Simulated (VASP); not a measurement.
**A VASP study of ZrC (PBEsol): structure first, properties next**

Wanted: the relaxed cell of ZrC and its properties. The steps: relaxing cell and atoms (PBEsol), second relaxation, density, ELF and potential (PBEsol), band structure (PBEsol), density of states (PBEsol), volume scan with PBEsol, fit for PBEsol and independent-particle dielectric function (PBEsol). The start is a cell from a database of measured crystal structures.

Main program and level: VASP 6.6.1; PBEsol; plane waves and PAW (Zr_sv, C).

The database entry behind the starting cell differs from later determinations by our own check (an axis about 0.7 % long against later determinations), so it need not match the best structure at ambient conditions.

## (1) Set-up

Before any relaxation, the start is as follows. The structure is cubic, space group Fm-3m (No. 225). Conventional cell: a = 4.730 Å, b = 4.730 Å, c = 4.730 Å, α = 90.00°, β = 90.00°, γ = 90.00°. Nearest to Zr lie 6 C at 2.37 Å. Nearest to C lie 6 Zr at 2.37 Å. Farther neighbours are not listed.

Coordinates:

```
Zr C
1.0
     0.00000    2.36500    2.36500
     2.36500    0.00000    2.36500
     2.36500    2.36500    0.00000
Zr C
1 1
Direct
  0.50000 0.50000 0.50000
  0.00000 0.00000 0.00000
```

## (2) Relaxing cell and atoms (PBEsol)

Properties are meant for the cell that this level of theory prefers, so cell and atoms are relaxed first (ISIF = 3) until forces and stress are small; EDIFFG sets the threshold. PBEsol restores the gradient expansion of exchange and is tuned for the cells of solids.

INCAR reads:

```
SYSTEM = ZrC
PREC = Accurate
ENCUT = 520
EDIFF = 1E-06
NELM = 100
ISMEAR = 0
SIGMA = 0.05
LREAL = .FALSE.
ALGO = Normal
GGA = PS
NBANDS = 14
LASPH = .TRUE.
LORBIT = 11
LWAVE = .FALSE.
LCHARG = .FALSE.
KPAR = 2
IBRION = 2
NSW = 60
ISIF = 3
EDIFFG = -0.01
```

POSCAR reads:

```
ZrC
1.0
    0.0000000000      2.3650000000      2.3650000000
    2.3650000000      0.0000000000      2.3650000000
    2.3650000000      2.3650000000      0.0000000000
Zr C
1 1
Direct
    0.5000000000      0.5000000000      0.5000000000
    0.0000000000      0.0000000000      0.0000000000
```

KPOINTS reads:

```
Automatic mesh
0
Gamma
8 8 8
0 0 0
```

PAW data sets: Zr_sv and C (PBE family, release 64).

Started as:

```console
mpirun -np 2 vasp_std
```

The program printed:

```text
[banner, memory and clock lines left out]
running    2 mpi-ranks, on    1 nodes
 distrk:  each k-point on    1 cores,    2 groups
 distr:  one band on    1 cores,    1 groups

 POSCAR found type information on POSCAR ZrC
 POSCAR found :  2 types and       2 ions
|                                                                             |
|               ----> ADVICE to this user running VASP <----                  |
|                                                                             |
|     You enforced a specific xc type in the INCAR file but a different       |
|     [... a line on the potential file left out ...]
|     I HOPE YOU KNOW WHAT YOU ARE DOING!                                     |
|                                                                             |

 LDA part: xc-table for (Slater+PW92), standard interpolation
 POSCAR, INCAR and KPOINTS ok, starting setup
 FFT: planning ... GRIDC
 FFT: planning ... GRID_SOFT
 FFT: planning ... GRID
 WAVECAR not read
 entering main loop
       N       E                     dE             d eps       ncg     rms          rms(c)
DAV:   1     0.103551173876E+03    0.10355E+03   -0.87441E+03   812   0.116E+03
DAV:   2    -0.170762326622E+02   -0.12063E+03   -0.11381E+03  1010   0.305E+02
DAV:   3    -0.236375465044E+02   -0.65613E+01   -0.65021E+01  1384   0.608E+01
DAV:   4    -0.238014965364E+02   -0.16395E+00   -0.16385E+00   928   0.652E+00
DAV:   5    -0.238034969750E+02   -0.20004E-02   -0.20003E-02  1154   0.628E-01    0.201E+01
DAV:   6    -0.207130503149E+02    0.30904E+01   -0.73561E+00   952   0.233E+01    0.734E+00
DAV:   7    -0.205736188253E+02    0.13943E+00   -0.46274E-01   936   0.584E+00    0.612E+00
DAV:   8    -0.205701437833E+02    0.34750E-02   -0.29788E-01   938   0.427E+00    0.392E+00
DAV:   9    -0.205452341655E+02    0.24910E-01   -0.71458E-02   926   0.191E+00    0.355E-01
DAV:  10    -0.205456611836E+02   -0.42702E-03   -0.20171E-03  1100   0.468E-01    0.398E-01
DAV:  11    -0.205454233982E+02    0.23779E-03   -0.84525E-04   908   0.233E-01    0.524E-02
DAV:  12    -0.205454192481E+02    0.41501E-05   -0.17243E-05  1036   0.301E-02    0.102E-02
DAV:  13    -0.205454188460E+02    0.40211E-06   -0.10271E-06   696   0.730E-03
   1 F= -.20545419E+02 E0= -.20545081E+02  d E =-.205454E+02
 curvature:   0.00 expect dE= 0.000E+00 dE for cont linesearch  0.000E+00
 trial: gam= 0.00000 g(F)=  0.216E-59 g(S)=  0.132E+00 ort = 0.000E+00 (trialstep = 0.100E+01)
 search vector abs. value=  0.132E+00
 bond charge predicted
       N       E                     dE             d eps       ncg     rms          rms(c)
DAV:   1    -0.214706365218E+02   -0.92522E+00   -0.31840E+01   908   0.575E+01    0.137E+01
DAV:   2    -0.206075760236E+02    0.86306E+00   -0.16093E+00   918   0.145E+01    0.387E+00
DAV:   3    -0.204565707107E+02    0.15101E+00   -0.95615E-01  1152   0.728E+00    0.158E+00
DAV:   4    -0.204776658940E+02   -0.21095E-01   -0.19254E-02  1134   0.105E+00    0.994E-01
DAV:   5    -0.204960274230E+02   -0.18362E-01   -0.40808E-02  1252   0.101E+00    0.155E-01
DAV:   6    -0.204960486786E+02   -0.21256E-04   -0.30375E-04   842   0.121E-01    0.158E-01
DAV:   7    -0.204959734800E+02    0.75199E-04   -0.87145E-06  1238   0.166E-02    0.146E-01
DAV:   8    -0.204962338243E+02   -0.26034E-03   -0.19133E-04  1162   0.155E-01    0.109E-01
DAV:   9    -0.204962353524E+02   -0.15281E-05   -0.19576E-05  1002   0.253E-02    0.876E-02
DAV:  10    -0.204962356487E+02   -0.29634E-06   -0.43557E-06   842   0.242E-02
   2 F= -.20496236E+02 E0= -.20495713E+02  d E =0.491832E-01
[...]
3 F= -.20570946E+02 E0= -.20570562E+02  d E =-.255268E-01
 curvature:  -0.18 expect dE=-0.877E-05 dE for cont linesearch -0.877E-05
 ZBRENT: interpolating
 opt :   0.3805  next Energy=   -20.570954 (dE=-0.255E-01)
 bond charge predicted
       N       E                     dE             d eps       ncg     rms          rms(c)
DAV:   1    -0.205710081683E+02   -0.62098E-04   -0.17437E-03   890   0.430E-01    0.974E-02
DAV:   2    -0.205709606500E+02    0.47518E-04   -0.10802E-04   938   0.119E-01    0.276E-02
DAV:   3    -0.205709515862E+02    0.90638E-05   -0.46064E-05  1214   0.498E-02    0.847E-03
DAV:   4    -0.205709530918E+02   -0.15056E-05   -0.13487E-06   854   0.908E-03    0.754E-03
DAV:   5    -0.205709551723E+02   -0.20805E-05   -0.24440E-06  1046   0.741E-03    0.150E-03
DAV:   6    -0.205709551916E+02   -0.19344E-07   -0.39036E-08   430   0.182E-03
   4 F= -.20570955E+02 E0= -.20570569E+02  d E =-.255363E-01
 curvature:  -0.17 expect dE=-0.196E-08 dE for cont linesearch -0.196E-08
 trial: gam= 0.00000 g(F)=  0.481E-59 g(S)=  0.115E-07 ort =-0.389E-04 (trialstep = 0.876E+00)
 search vector abs. value=  0.116E-07
 reached required accuracy - stopping structural energy minimisation
```

Wall time 13 s (2 MPI ranks of Intel Xeon 6975P-C (Granite Rapids), shared host); peak memory 0.31 GiB.

Lines that name or quote the potential files are left out of all logs, and their timing lines are given in words.

OUTCAR, selected parts (step 2):

```text
ion  position               nearest neighbor table
   1  0.500  0.500  0.500-   2 2.37   2 2.37   2 2.37   2 2.37   2 2.37   2 2.37
   2  0.000  0.000  0.000-   1 2.37   1 2.37   1 2.37   1 2.37   1 2.37   1 2.37

  LATTYP: Found a face centered cubic cell.
 ALAT       =     4.7300000000

 Subroutine GETGRP returns: Found 48 space group operations
 (whereof 48 operations were pure point group operations)

The static configuration has the point symmetry O_h .

 Found     29 irreducible k-points:

   k-points           NKPTS =     29   k-points in BZ     NKDIM =     29   number of bands    NBANDS=     14

   dimension x,y,z NGX =    28 NGY =   28 NGZ =   28
   dimension x,y,z NGXF=    56 NGYF=   56 NGZF=   56

   ENCUT  =  520.0 eV  38.22 Ry    6.18 a.u.   6.22  6.22  6.22*2*pi/ulx,y,z

   NELECT =      16.0000    total number of electrons

 k-points in reciprocal lattice and weights: Automatic mesh
   0.00000000  0.00000000  0.00000000       0.002
   0.12500000  0.00000000  0.00000000       0.016
   0.25000000  0.00000000  0.00000000       0.016
   0.37500000  0.00000000  0.00000000       0.016
   0.50000000  0.00000000  0.00000000       0.008
   0.12500000  0.12500000  0.00000000       0.012
   0.25000000  0.12500000  0.00000000       0.047
   0.37500000  0.12500000  0.00000000       0.047
   0.50000000  0.12500000  0.00000000       0.047
[...]
-0.37500000  0.50000000  0.12500000       0.023
  -0.25000000  0.50000000  0.25000000       0.012

 average (electrostatic) potential at core
       1 -72.7354       2 -44.0334

 E-fermi :   9.6417

 k-point     1 :       0.0000    0.0000    0.0000
  band No.  band energies     occupation
      1     -38.1961      2.00000
      2     -15.9245      2.00000
      3     -15.9245      2.00000
      4     -15.9245      2.00000
      5      -1.6361      2.00000
      6      10.6676      0.00000
      7      10.6676      0.00000
      8      10.6676      0.00000
      9      10.7699      0.00000
     10      10.7699      0.00000
    ...

 k-point     2 :       0.1250    0.0000    0.0000
  band No.  band energies     occupation
    ...
      4     -15.9371      2.00000
      5      -1.2732      2.00000
      6       8.9245      2.00000
      7       9.3047      2.00000
      8       9.3047      2.00000
      9      11.2913      0.00000
     10      11.2913      0.00000
     11      11.7774      0.00000
     12      14.1587      0.00000
     13      14.1587      0.00000
    ...

 k-point     3 :       0.2500    0.0000    0.0000
  band No.  band energies     occupation
    ...
      4     -15.9674      2.00000
      5      -0.3253      2.00000
      6       6.9220      2.00000
      7       7.9021      2.00000
      8       7.9021      2.00000
      9      12.2898      0.00000
     10      12.2898      0.00000
     11      12.5173      0.00000
     12      16.6408      0.00000
     13      16.6408      0.00000
    ...

  Total        0.0003986      0.0003986      0.0003986      0.0000000      0.0000000      0.0000000
  in kB        0.0250592      0.0250592      0.0250592      0.0000000      0.0000000      0.0000000
  external PRESSURE =       0.0250592 kB  Pullay stress =       0.0000000 kB

  energy-cutoff  :      520.00
  volume of cell :       25.48
      direct lattice vectors                 reciprocal lattice vectors
     0.000000000  2.335703443  2.335703443    -0.214068272  0.214068272  0.214068272
     2.335703443  0.000000000  2.335703443     0.214068272 -0.214068272  0.214068272
     2.335703443  2.335703443  0.000000000     0.214068272  0.214068272 -0.214068272

 POSITION                                       TOTAL-FORCE (eV/Angst)
 -----------------------------------------------------------------------------------
      2.33570      2.33570      2.33570        -0.000000      0.000000     -0.000000
      0.00000      2.33570      2.33570         0.000000     -0.000000      0.000000
 -----------------------------------------------------------------------------------
    total drift:                                0.000000      0.000000      0.000000

  FREE ENERGIE OF THE ION-ELECTRON SYSTEM (eV)
  ---------------------------------------------------
  free  energy   TOTEN  =       -20.5709551916 eV

  energy  without entropy=      -20.5701835529  energy(sigma->0) =      -20.57056937

 reached required accuracy - stopping structural energy minimisation

 total charge
# of ion       s       p       d       tot
------------------------------------------
    1        2.180   6.045   1.665   9.890
    2        0.882   1.472   0.000   2.353
--------------------------------------------------
tot          3.062   7.517   1.665  12.243

[... 3 further parts left out ...]
```

CONTCAR:

```
ZrC
   1.00000000000000
     0.0000000000000000    2.3357034427458925    2.3357034427458925
     2.3357034427458925    0.0000000000000000    2.3357034427458925
     2.3357034427458925    2.3357034427458925    0.0000000000000000
  Zr              C
     1     1
Direct
     0.5000000000000000    0.5000000000000000    0.5000000000000000
     1.0000000000000000    0.0000000000000000    0.0000000000000000
```

The k-mesh is coarse for a metal. The PAW data sets were made with PBE, which is usual practice but a small mismatch for other functionals. The run keeps the 48 symmetry operations of its start, so it cannot find a distortion of lower symmetry.

Relaxation path:

```
step  energy less that of the first step (eV)  largest force (eV/Å)  pressure (GPa)  volume (Å³)
   1                                   0.0000                0.0000           -8.17        26.46
   2                                   0.0492                0.0000           16.43        23.95
   3                                  -0.0255                0.0000           -0.16        25.50
   4                                  -0.0255                0.0000            0.00        25.48
```

```
conventional cell, symmetrised  before  after  change
                         a (Å)   4.730  4.671  -1.2 %
                         b (Å)   4.730  4.671  -1.2 %
                         c (Å)   4.730  4.671  -1.2 %
              volume (Å³/atom)   13.23  12.74  -3.7 %
```

Final coordinates:

```
Zr C
1.0
     0.00000    2.33570    2.33570
     2.33570    0.00000    2.33570
     2.33570    2.33570    0.00000
Zr C
1 1
Direct
  0.50000 0.50000 0.50000
  0.00000 0.00000 0.00000
```

This step gave:

* electrons: 16
* bands: 14
* irreducible k-points: 29
* symmetry operations: 48
* free energy (TOTEN): -20.57 eV
* energy at zero smearing: -20.57 eV
* Fermi energy: 9.642 eV
* pressure: 0.002506 GPa
* metallic: yes
* SCF cycles over all ionic steps: 38

It ends with forces that vanish by symmetry and a pressure of 0.00 GPa. The volume lies -3.7 % from that of the database's start, which holds the thermal and zero-point expansion of its experiment.

## (3) Second relaxation

A relaxation keeps the plane waves of the cell it began with, so it is repeated from the new cell, on a basis made for it.

INCAR is that of step 2.

POSCAR reads:

```
ZrC
1.0
    0.0000000000      2.3357034427      2.3357034427
    2.3357034427      0.0000000000      2.3357034427
    2.3357034427      2.3357034427      0.0000000000
Zr C
1 1
Direct
    0.5000000000      0.5000000000      0.5000000000
    0.0000000000      0.0000000000      0.0000000000
```

KPOINTS is that of step 2.

Started as:

```console
mpirun -np 2 vasp_std
```

The program printed:

```text
[banner, memory and clock lines left out]
running    2 mpi-ranks, on    1 nodes
 distrk:  each k-point on    1 cores,    2 groups
 distr:  one band on    1 cores,    1 groups

 POSCAR found type information on POSCAR ZrC
 POSCAR found :  2 types and       2 ions
 [... a notice as in an earlier step ...]

 LDA part: xc-table for (Slater+PW92), standard interpolation
 POSCAR, INCAR and KPOINTS ok, starting setup
 FFT: planning ... GRIDC
 FFT: planning ... GRID_SOFT
 FFT: planning ... GRID
 WAVECAR not read
 entering main loop
       N       E                     dE             d eps       ncg     rms          rms(c)
DAV:   1     0.960468410609E+02    0.96047E+02   -0.85740E+03   812   0.115E+03
DAV:   2    -0.176130487502E+02   -0.11366E+03   -0.10726E+03  1046   0.301E+02
DAV:   3    -0.236793568401E+02   -0.60663E+01   -0.60356E+01  1370   0.582E+01
DAV:   4    -0.237789101005E+02   -0.99553E-01   -0.99526E-01   964   0.576E+00
DAV:   5    -0.237800656886E+02   -0.11556E-02   -0.11556E-02  1116   0.510E-01    0.216E+01
DAV:   6    -0.207040981663E+02    0.30760E+01   -0.69903E+00   940   0.233E+01    0.806E+00
DAV:   7    -0.205934286428E+02    0.11067E+00   -0.43874E-01   942   0.569E+00    0.663E+00
DAV:   8    -0.205912561143E+02    0.21725E-02   -0.25923E-01   938   0.398E+00    0.392E+00
DAV:   9    -0.205701037376E+02    0.21152E-01   -0.59632E-02   920   0.174E+00    0.378E-01
DAV:  10    -0.205706006489E+02   -0.49691E-03   -0.21901E-03  1122   0.485E-01    0.475E-01
DAV:  11    -0.205703042984E+02    0.29635E-03   -0.96199E-04   914   0.249E-01    0.511E-02
DAV:  12    -0.205703009130E+02    0.33854E-05   -0.19546E-05  1036   0.322E-02    0.904E-03
DAV:  13    -0.205703005383E+02    0.37469E-06   -0.75735E-07   630   0.684E-03
   1 F= -.20570301E+02 E0= -.20569915E+02  d E =-.205703E+02
 curvature:   0.00 expect dE= 0.000E+00 dE for cont linesearch  0.000E+00
 trial: gam= 0.00000 g(F)=  0.359E-60 g(S)=  0.110E-05 ort = 0.000E+00 (trialstep = 0.100E+01)
 search vector abs. value=  0.110E-05
 reached required accuracy - stopping structural energy minimisation
```

Wall time 4.2 s (2 MPI ranks); peak memory 0.29 GiB.

From OUTCAR (step 3):

```text
  LATTYP: Found a face centered cubic cell.
 ALAT       =     4.6714068854

The static configuration has the point symmetry O_h .

 Found     29 irreducible k-points:

   ENCUT  =  520.0 eV  38.22 Ry    6.18 a.u.   6.14  6.14  6.14*2*pi/ulx,y,z

   NELECT =      16.0000    total number of electrons

 E-fermi :   9.6418

 k-point     1 :       0.0000    0.0000    0.0000
  band No.  band energies     occupation
      1     -38.1961      2.00000
      2     -15.9243      2.00000
      3     -15.9243      2.00000
      4     -15.9243      2.00000
      5      -1.6362      2.00000
      6      10.6677      0.00000
      7      10.6677      0.00000
      8      10.6677      0.00000
      9      10.7699      0.00000
     10      10.7699      0.00000
    ...

 k-point     2 :       0.1250    0.0000    0.0000
  band No.  band energies     occupation
    ...
      4     -15.9369      2.00000
      5      -1.2733      2.00000
      6       8.9245      2.00000
      7       9.3047      2.00000
      8       9.3047      2.00000
      9      11.2913      0.00000
     10      11.2913      0.00000
     11      11.7774      0.00000
     12      14.1588      0.00000
     13      14.1588      0.00000
    ...

  Total        0.0039066      0.0039066      0.0039066      0.0000000      0.0000000      0.0000000
  in kB        0.2455993      0.2455993      0.2455993      0.0000000      0.0000000      0.0000000
  external PRESSURE =       0.2455993 kB  Pullay stress =       0.0000000 kB

 POSITION                                       TOTAL-FORCE (eV/Angst)
 -----------------------------------------------------------------------------------
      2.33570      2.33570      2.33570         0.000000     -0.000000     -0.000000
      0.00000      0.00000      0.00000        -0.000000      0.000000      0.000000
 -----------------------------------------------------------------------------------
    total drift:                                0.000000      0.000000      0.000000

  FREE ENERGIE OF THE ION-ELECTRON SYSTEM (eV)
  ---------------------------------------------------
  free  energy   TOTEN  =       -20.5703005383 eV

  energy  without entropy=      -20.5695287506  energy(sigma->0) =      -20.56991464

 total charge
# of ion       s       p       d       tot
------------------------------------------
    1        2.180   6.045   1.664   9.890
    2        0.882   1.472   0.000   2.354
--------------------------------------------------
tot          3.062   7.517   1.664  12.244

[... 6 parts as in an earlier step ...]

[... 6 further parts left out ...]
```

CONTCAR:

```
ZrC
   1.00000000000000
     0.0000000000000000    2.3357034426999999    2.3357034426999999
     2.3357034426999999    0.0000000000000000    2.3357034426999999
     2.3357034426999999    2.3357034426999999    0.0000000000000000
  Zr              C
     1     1
Direct
     0.5000000000000000    0.5000000000000000    0.5000000000000000
     0.0000000000000000    0.0000000000000000    0.0000000000000000
```

Little changed from the start: no atom moved by 0.005 Å and no cell edge by 0.1 %.

This step gave:

```yaml
pressure: 0.02456 GPa
scf_cycles_over_all_ionic_steps: 13
```

It ends with forces that vanish by symmetry and a pressure of 0.02 GPa. The volume moved by under 0.01 %: the run met its threshold at the first step.

(Part 1 of 4 ends here.)

[Lines on the potential files, build, host, timing and source positions are cut from VASP's logs without a mark.]

[Logs are printed without paths, hosts, clocks, repeated set-up lines and the standing remarks that a program may print on its own settings, such as how far it seeks lower states.]

[Hosts, paths, dates, database ids (printed as entryN), source tags and the programs' standing remarks are cut or masked in the printed files.]

[A measured line is paired with the nearest computed mode of its activity, which favours agreement.]
